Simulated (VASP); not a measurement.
All values below come from LDA (Ceperley-Alder, Perdew-Zunger), VASP's LDA PAW potentials (set 64) (plane waves; VASP 6.6.1).

VASP ran on this input.

POSCAR:
```
LiCl
1
    0.0000000000     2.4807355406     2.4807355406
    2.4807355406     0.0000000000     2.4807355406
    2.4807355406     2.4807355406     0.0000000000
Li Cl
1 1
Direct
  0.0000000000   0.0000000000   0.0000000000
  0.5000000000   0.5000000000   0.5000000000
```

**INCAR**
```
SYSTEM = LiCl
PREC = Accurate
ENCUT = 520
EDIFF = 1E-8
NELM = 100
ALGO = Normal
LREAL = .FALSE.
LASPH = .TRUE.
ISMEAR = 0
SIGMA = 0.01
LWAVE = .FALSE.
LCHARG = .FALSE.
LEPSILON = .TRUE.
```

KPOINTS:
```
Automatic mesh
0
Gamma
9 9 9
0 0 0
```

POTCAR, in this order: Li_sv Cl (LDA.64 set). Program: vasp_std.

The run wrote:

OUTCAR:
```
 ion  position               nearest neighbor table
   1  0.000  0.000  0.000-   2 2.48   2 2.48   2 2.48   2 2.48   2 2.48   2 2.48
   2  0.500  0.500  0.500-   1 2.48   1 2.48   1 2.48   1 2.48   1 2.48   1 2.48
  LATTYP: Found a face centered cubic cell.
 ALAT       =     4.9614710812
 Subroutine PRICEL returns:
 Original cell was already a primitive cell.
 Subroutine GETGRP returns: Found 48 space group operations
The static configuration has the point symmetry O_h .
The dynamic configuration has the point symmetry O_h .
 Subroutine INISYM returns: Found 48 space group operations
 Subroutine IBZKPT returns following result:
 Found     35 irreducible k-points:

 Following reciprocal coordinates:
            Coordinates               Weight
  0.000000  0.000000  0.000000      1.000000
  0.111111  0.000000  0.000000      8.000000
  0.222222  0.000000  0.000000      8.000000
  0.333333  0.000000  0.000000      8.000000
  0.444444  0.000000  0.000000      8.000000
  0.111111  0.111111  0.000000      6.000000
  0.222222  0.111111  0.000000     24.000000
  0.333333  0.111111  0.000000     24.000000
  0.444444  0.111111  0.000000     24.000000
...
```

### OUTCAR
```


 HEAD OF MICROSCOPIC STATIC DIELECTRIC TENSOR (INDEPENDENT PARTICLE, excluding Hartree and local field effects)
 ------------------------------------------------------
           3.551375     0.000000     0.000000
           0.000000     3.551375    -0.000000
          -0.000000     0.000000     3.551375
 ------------------------------------------------------

 MACROSCOPIC STATIC DIELECTRIC TENSOR (including local field effects in DFT)
 ------------------------------------------------------
           3.187648    -0.000000     0.000000
          -0.000000     3.187648    -0.000000
           0.000000     0.000000     3.187648
 ------------------------------------------------------

 PIEZOELECTRIC TENSOR (including local field effects)  for field in x, y, z        (e  Angst)
          XX          YY          ZZ          XY          YZ          ZX
  --------------------------------------------------------------------------------
  x     0.00000     0.00000     0.00000     0.00000     0.00000     0.00000
  y     0.00000     0.00000     0.00000     0.00000     0.00000     0.00000
  z     0.00000     0.00000     0.00000     0.00000     0.00000     0.00000

 PIEZOELECTRIC TENSOR (including local field effects)  for field in x, y, z        (C/m^2)
          XX          YY          ZZ          XY          YZ          ZX
  --------------------------------------------------------------------------------
  x     0.00000     0.00000     0.00000     0.00000     0.00000     0.00000
  y     0.00000     0.00000     0.00000     0.00000     0.00000     0.00000
  z     0.00000     0.00000     0.00000     0.00000     0.00000     0.00000

 BORN EFFECTIVE CHARGES (including local field effects) (in |e|, cummulative output)
 ---------------------------------------------------------------------------------
 ion    1
    1     1.16507    -0.00000     0.00000
    2     0.00000     1.16507     0.00000
    3     0.00000     0.00000     1.16507
 ion    2
    1    -1.16507     0.00000     0.00000
    2    -0.00000    -1.16507     0.00000
    3     0.00000     0.00000    -1.16507
```
(Selected blocks of OUTCAR.)

The compound is LiCl in the rock salt structure. It was relaxed first, which changed the volume by -10 %.
